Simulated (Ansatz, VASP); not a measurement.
# AlGaAsN in two plane-wave programs, part 2 of 2

Wanted: the spread between two codes on one cell, functional and k mesh. The cell is invented: As first built, before any earlier steps moved the atoms (in the runner's words): it takes the AlGaN2 structure with some of its atoms replaced by other elements, volume scaled by an estimate. It may not be a known or stable phase. The cell is taken from a series of VASP runs on this material, whose earlier steps may have relaxed, scaled or displaced it; both programs get it as it stands.

VASP 6.6.1 and Ansatz 0.2.0.

So far: The starting structure; Ansatz: band structure, r2SCAN; VASP: band structure, r2SCAN.

## 3. VASP: band structure, r2SCAN (continued)

Level of this step: r2SCAN; plane waves and PAW (As, Ga_d, Al, N); invented cell (VASP).

Numbers of over 12 decimals in the logs are rounded to 6 here.

Parts of OUTCAR (step 3):

```text
ion  position               nearest neighbor table
   1  0.000  0.000  0.632-   2 2.33   2 2.33   2 2.33   3 2.50
   2  0.667  0.333  0.444-   4 1.99   1 2.33   1 2.33   1 2.33
   3  0.000  0.000  0.046-   4 2.08   4 2.08   4 2.08   1 2.50
   4  0.667  0.333  0.114-   2 1.99   3 2.08   3 2.08   3 2.08

  LATTYP: Found a hexagonal cell.
 ALAT       =     3.5327190379
 C/A-ratio  =     1.7053685628

 Subroutine GETGRP returns: Found  6 space group operations
 (whereof  6 operations were pure point group operations)

The static configuration has the point symmetry C_3v.

 Found     28 irreducible k-points:

   k-points           NKPTS =     28   k-points in BZ     NKDIM =     28   number of bands    NBANDS=     27

   dimension x,y,z NGX =    28 NGY =   28 NGZ =   48
   dimension x,y,z NGXF=    56 NGYF=   56 NGZF=   96

   ENCUT  =  520.0 eV  38.22 Ry    6.18 a.u.   6.57  6.57 11.20*2*pi/ulx,y,z

   NELECT =      26.0000    total number of electrons

 k-points in reciprocal lattice and weights: Automatic mesh
   0.00000000  0.00000000  0.00000000       0.005
   0.14285714  0.00000000  0.00000000       0.031
   0.28571429  0.00000000  0.00000000       0.031
   0.42857143  0.00000000  0.00000000       0.031
   0.14285714  0.14285714  0.00000000       0.031
   0.28571429  0.14285714  0.00000000       0.061
   0.42857143  0.14285714  0.00000000       0.031
   0.28571429  0.28571429  0.00000000       0.031
   0.00000000  0.00000000  0.25000000       0.010
[...]
0.42857143  0.14285714  0.50000000       0.031
   0.28571429  0.28571429  0.50000000       0.031

 average (electrostatic) potential at core
       1 -52.6453       2 -69.2749       3 -78.7905       4 -66.2411

 E-fermi :   6.4784

 k-point     1 :       0.0000    0.0000    0.0000
  band No.  band energies     occupation
    ...
      8      -2.1053      2.00000
      9       2.1518      2.00000
     10       2.1518      2.00000
     11       3.9236      2.00000
     12       5.3824      2.00000
     13       6.6500      0.06262
     14       6.6500      0.06260
     15      10.1667      0.00000
     16      11.5504      0.00000
     17      11.5504      0.00000
    ...

 k-point     2 :       0.1429    0.0000    0.0000
  band No.  band energies     occupation
    ...
     10       1.9882      2.00000
     11       3.8131      2.00000
     12       4.6748      2.00000
     13       6.1363      1.99786
     14       6.2855      1.95863
     15      10.2213      0.00000
     16      11.3816      0.00000
     17      12.0406      0.00000
     18      12.1913      0.00000
     19      12.9792      0.00000
    ...

 k-point     3 :       0.2857    0.0000    0.0000
  band No.  band energies     occupation
    ...
      9      -0.1224      2.00000
     10       1.6501      2.00000
     11       1.9087      2.00000
     12       3.3941      2.00000
     13       5.2958      2.00000
     14       7.4483      0.00000
     15       9.1123      0.00000
     16      10.3189      0.00000
     17      11.5328      0.00000
     18      12.0808      0.00000
    ...

  Total       -0.4917968     -0.4917967     -0.9017395      0.0000000     -0.0000000     -0.0000000
  in kB      -12.1009692    -12.1009672    -22.1878668      0.0000000     -0.0000000     -0.0000000
  external PRESSURE =     -15.4632677 kB  Pullay stress =       0.0000000 kB

  energy-cutoff  :      520.00
  volume of cell :       65.11
      direct lattice vectors                 reciprocal lattice vectors
     3.532719038  0.000000000  0.000000000     0.283068081  0.163429446  0.000000000
    -1.766359519  3.059424179  0.000000000     0.000000000  0.326858893  0.000000000
     0.000000000  0.000000000  6.024587988     0.000000000  0.000000000  0.165986454

 POSITION                                       TOTAL-FORCE (eV/Angst)
 -----------------------------------------------------------------------------------
      0.00000      0.00000      3.80835         0.000000     -0.000000     -0.189338
      1.76636      1.01981      2.67523        -0.000000      0.000000      0.170818
      0.00000      0.00000      0.27877         0.000000     -0.000000     -0.145165
      1.76636      1.01981      0.68645         0.000000      0.000000      0.163685
 -----------------------------------------------------------------------------------
    total drift:                               -0.000010     -0.000006     -0.023891

  FREE ENERGIE OF THE ION-ELECTRON SYSTEM (eV)
  ---------------------------------------------------
  free  energy   TOTEN  =       -43.8819431641 eV

  energy  without entropy=      -43.8798991115  energy(sigma->0) =      -43.88092114

 total charge
# of ion       s       p       d       tot
------------------------------------------
    1        1.207   1.752   0.043   3.002
    2        0.838   0.942  10.074  11.854
    3        0.349   0.316   0.000   0.665
    4        1.243   2.436   0.000   3.678
--------------------------------------------------
tot          3.637   5.446  10.117  19.200

[... 3 further parts left out ...]
```

The run ends at a pressure of -1.55 GPa, with forces up to 0.19 eV/Å.

## 4. Comparison

Known differences besides the potentials themselves: VASP keeps PBE cores, Ansatz makes them for the functional; the data sets hold 36 valence electrons in Ansatz (default PAW (the set named soft_2) files) and 26 in VASP; the cutoff is 500 eV in Ansatz and 520 eV in VASP. Total energies have different zeros and are not compared.

The two programs side by side:

| quantity | Ansatz | VASP | difference |
| --- | --- | --- | --- |
| pressure (GPa) | -1.65 | -1.55 | -0.10 |

Forces (eV/Å; atoms numbered as in POSCAR):

| atom | Ansatz x, y, z | VASP x, y, z |
| --- | --- | --- |
| As1 | 0.000, 0.000, -0.221 | 0.000, 0.000, -0.189 |
| Ga2 | 0.000, 0.000, 0.149 | 0.000, 0.000, 0.171 |
| Al3 | 0.000, 0.000, -0.154 | 0.000, 0.000, -0.145 |
| N4 | 0.000, 0.000, 0.227 | 0.000, 0.000, 0.164 |

The forces differ by 22 meV/Å r.m.s., which is 22.2 % of the r.m.s. force of 0.10 eV/Å (both taken over all components). Levels from 3 eV below to 2 eV above the Fermi level differ by 8 meV r.m.s. and 17 meV at most; each VASP level is matched to the nearest of Ansatz, which flatters the figure a little. Ansatz's pressure holds a Pulay correction of 0.04 GPa; VASP's holds none.

## 5. Other set-ups

Further runs change the set-up of one program: Ansatz's method, potentials or start, or VASP's data sets, cutoff or form of LDA. The table gives Ansatz less VASP for each quantity, since a change that brings one quantity closer may part another.

| run | r.m.s. force difference (meV/Å) | pressure (GPa) |
| --- | --- | --- |
| as above | 22 | -0.10 |
| cores kept as stored | 21 | -0.21 |
| Ansatz's larger PAW set (cutoff 1300 eV) | 19 | 0.011 |
| norm-conserving potentials (cutoff 1252 eV) | 24 | -0.096 |

## 6. What came out

| Property | Result |
| --- | --- |
| r.m.s. force difference (band structure, r2SCAN) | 22 meV/Å |

What this shows: The r.m.s. force difference is 22 meV/Å (band structure, r2SCAN), beyond the 12 meV/Å picked in this series as the mark of a large difference. Band structure, r2SCAN, cores kept as stored: the difference in pressure goes from -0.10 to -0.21 GPa. Band structure, r2SCAN, Ansatz's larger PAW set (cutoff 1300 eV): the difference in pressure goes from -0.10 to 0.011 GPa. Such differences can come from data sets, numerical settings and the points named under the comparisons, not from the functional's error against experiment.

[Lines on the potential files, build, host, timing and source positions are cut from VASP's logs without a mark.]

[Logs are printed without paths, hosts, clocks, repeated set-up lines and the standing remarks that a program may print on its own settings, such as how far it seeks lower states.]

[Hosts, paths, dates, database ids (printed as entryN), source tags and the programs' standing remarks are cut or masked in the printed files.]
